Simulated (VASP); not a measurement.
Runs of VASP 6.6.1 on Tc3Sn. The structure is hexagonal, space group P-6m2 (No. 187). Conventional cell: a = 2.901 Å, b = 2.901 Å, c = 8.514 Å, α = 90.00°, β = 90.00°, γ = 120.00°. Around Tc (site symmetry -6m2) lie 12 Tc at 2.63 to 2.90 Å. Tc (site symmetry 3m) is surrounded by 9 Tc at 2.63 to 2.90 Å and 3 Sn at 2.79 Å. Sn (site symmetry -6m2) has 6 Tc at 2.79 Å and 6 Sn at 2.90 Å as nearest neighbours. The cell comes from a database or a generator and needn't be the stable form of this composition.

```csv
task,cell,k mesh,cutoff (eV),gap on the mesh (eV),pressure (GPa),relaxed volume (Å³/atom)
single point,"P-6m2, 15.51 Å³/atom",9 × 9 × 3,520,none,-0.4,-
single point,"Fm-3m, 15.33 Å³/atom",6 × 6 × 6,520,none,-0.3,-
relaxation of cell and atoms,relaxed,9 × 9 × 3,600,none,0.0,(a)
relaxation of cell and atoms,relaxed,6 × 6 × 6,600,none,0.0,15.32
```

Alike in all rows: level PBEsol; potentials or basis VASP PAW PBE potentials, release 64 (Tc_pv, Sn_d); no spin polarisation; smearing fermi-dirac 0.05 eV.

**Question.** Fill in the values left out.

**Answer.** (a) 15.50.

Caveats: the PAW data sets were made with another functional, which shifts forces and pressure a little.

A k mesh can miss the band edges, and the runs leave out spin-orbit coupling on Sn, Tc.

A gap of «none» marks a metal or a gap under the smearing width.
